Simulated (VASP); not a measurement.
```
CELL_PARAMETERS angstrom
      9.64982     0.00000     0.00000
      0.00000     9.64982     0.00000
      0.00000     0.00000     9.71431
ATOMIC_POSITIONS crystal
  Sn 0.00000 0.00000 0.00000
  Sn 0.25000 0.25000 0.16667
  Sn 0.00000 0.00000 0.33333
  Sn 0.25000 0.25000 0.50000
  Sn 0.00000 0.00000 0.66667
  Sn 0.25000 0.25000 0.83333
  Sn 0.00000 0.50000 0.00000
  Sn 0.25000 0.75000 0.16667
  Sn 0.00000 0.50000 0.33333
  Sn 0.25000 0.75000 0.50000
  Sn 0.00000 0.50000 0.66667
  Sn 0.25000 0.75000 0.83333
  Sn 0.50000 0.00000 0.00000
  Sn 0.75000 0.25000 0.16667
  Sn 0.50000 0.00000 0.33333
  Sn 0.75000 0.25000 0.50000
  Sn 0.50000 0.00000 0.66667
  Sn 0.75000 0.25000 0.83333
  Sn 0.50400 0.49623 0.99848
  Sn 0.75000 0.75000 0.16667
  Sn 0.75000 0.75000 0.50000
  Sn 0.50282 0.50450 0.66909
  Sn 0.75000 0.75000 0.83333
  O  0.15350 0.15350 0.00000
  O  0.40350 0.09650 0.16667
  O  0.09650 0.40350 0.16667
  O  0.34650 0.34650 0.00000
  O  0.15350 0.15350 0.33333
  O  0.40350 0.09650 0.50000
  O  0.09650 0.40350 0.50000
  O  0.34991 0.34411 0.32987
  O  0.15350 0.15350 0.66667
  O  0.40350 0.09650 0.83333
  O  0.09650 0.40350 0.83333
  O  0.34650 0.34650 0.66667
  O  0.15350 0.65350 0.00000
  O  0.40094 0.60027 0.16859
  O  0.09650 0.90350 0.16667
  O  0.34650 0.84650 0.00000
  O  0.15350 0.65350 0.33333
  O  0.40824 0.59952 0.49981
  O  0.09650 0.90350 0.50000
  O  0.34650 0.84650 0.33333
  O  0.15350 0.65350 0.66667
  O  0.40350 0.59650 0.83333
  O  0.09650 0.90350 0.83333
  O  0.34650 0.84650 0.66667
  O  0.65350 0.15350 0.00000
  O  0.90350 0.09650 0.16667
  O  0.60100 0.40300 0.16554
  O  0.84650 0.34650 0.00000
  O  0.65350 0.15350 0.33333
  O  0.90350 0.09650 0.50000
  O  0.59648 0.40143 0.50228
  O  0.84650 0.34650 0.33333
  O  0.65350 0.15350 0.66667
  O  0.90350 0.09650 0.83333
  O  0.59650 0.40350 0.83333
  O  0.84650 0.34650 0.66667
  O  0.65350 0.65350 0.00000
  O  0.90350 0.59650 0.16667
  O  0.59650 0.90350 0.16667
  O  0.84650 0.84650 0.00000
  O  0.65125 0.65301 0.33052
  O  0.90350 0.59650 0.50000
  O  0.59650 0.90350 0.50000
  O  0.84650 0.84650 0.33333
  O  0.65350 0.65350 0.66667
  O  0.90350 0.59650 0.83333
  O  0.59650 0.90350 0.83333
  O  0.84650 0.84650 0.66667
```

Computed with PBE GGA, VASP's PBE PAW potentials (set 64) (plane waves; VASP). Numerical set-up: PREC = Normal, LREAL = Auto, ISYM = 0, EDIFF = 1E-5, 400 eV cut-off, 1×1×1 Γ-centred mesh, Gaussian smearing of 0.050 eV, potentials Sn O.

The supercell is sampled at Γ alone, which is coarse: total energies, pressure and levels can be off, energies of defects by several tenths of an eV.

Q: The ions are relaxed. Predict the relaxed structure.

A: 
```
CELL_PARAMETERS angstrom
      9.64982     0.00000     0.00000
      0.00000     9.64982     0.00000
      0.00000     0.00000     9.71431
ATOMIC_POSITIONS crystal
  Sn 0.00018 0.00003 0.00002
  Sn 0.25167 0.25151 0.16829
  Sn 0.00017 0.00004 0.33328
  Sn 0.25173 0.25155 0.49821
  Sn 0.00015 0.99994 0.66653
  Sn 0.24974 0.24962 0.83322
  Sn 0.00014 0.50005 0.99992
  Sn 0.25057 0.74970 0.16713
  Sn 0.00017 0.50004 0.33331
  Sn 0.25058 0.74964 0.49947
  Sn 0.00021 0.49996 0.66671
  Sn 0.25123 0.74898 0.83326
  Sn 0.50016 0.00005 0.99991
  Sn 0.74988 0.25034 0.16716
  Sn 0.50019 0.00003 0.33330
  Sn 0.74986 0.25036 0.49939
  Sn 0.50015 0.00007 0.66666
  Sn 0.74916 0.25099 0.83330
  Sn 0.50009 0.49990 0.00404
  Sn 0.74862 0.74846 0.16839
  Sn 0.74863 0.74842 0.49822
  Sn 0.50030 0.49995 0.66269
  Sn 0.75049 0.75041 0.83338
  O  0.15357 0.15341 0.00098
  O  0.40349 0.09624 0.16636
  O  0.09637 0.40336 0.16635
  O  0.34618 0.34587 0.99919
  O  0.15068 0.15057 0.33329
  O  0.40347 0.09626 0.50018
  O  0.09643 0.40333 0.50021
  O  0.34445 0.34433 0.33322
  O  0.15350 0.15344 0.66563
  O  0.40328 0.09689 0.83325
  O  0.09695 0.40308 0.83333
  O  0.34602 0.34614 0.66734
  O  0.15011 0.65530 0.99867
  O  0.39843 0.60180 0.15576
  O  0.09729 0.90275 0.16560
  O  0.34490 0.85015 0.99865
  O  0.14993 0.65583 0.33331
  O  0.39945 0.60264 0.51092
  O  0.09733 0.90276 0.50091
  O  0.34420 0.85056 0.33326
  O  0.15016 0.65521 0.66787
  O  0.40394 0.59624 0.83336
  O  0.09698 0.90312 0.83332
  O  0.34479 0.85033 0.66792
  O  0.65535 0.14994 0.99875
  O  0.90293 0.09711 0.16560
  O  0.60277 0.39880 0.15562
  O  0.85043 0.34467 0.99868
  O  0.65596 0.14971 0.33327
  O  0.90290 0.09719 0.50092
  O  0.60191 0.39797 0.51110
  O  0.85072 0.34410 0.33333
  O  0.65548 0.14987 0.66782
  O  0.90330 0.09690 0.83331
  O  0.59646 0.40368 0.83328
  O  0.85042 0.34464 0.66787
  O  0.65406 0.65411 0.99920
  O  0.90405 0.59681 0.16638
  O  0.59685 0.90382 0.16639
  O  0.84678 0.84661 0.00102
  O  0.65596 0.65567 0.33329
  O  0.90405 0.59672 0.50024
  O  0.59696 0.90389 0.50020
  O  0.84969 0.84943 0.33334
  O  0.65440 0.65390 0.66748
  O  0.90346 0.59698 0.83336
  O  0.59708 0.90330 0.83329
  O  0.84673 0.84660 0.66576
```

Q: How much energy does the relaxation gain?

A: The energy (σ→0) changes by -8.3 meV/atom, in 19 ionic steps.

The cell is a supercell with a defect, built from SnO2 (rutile): vac_Sn. The run is not spin-polarised, so no state with unpaired spins was tried.
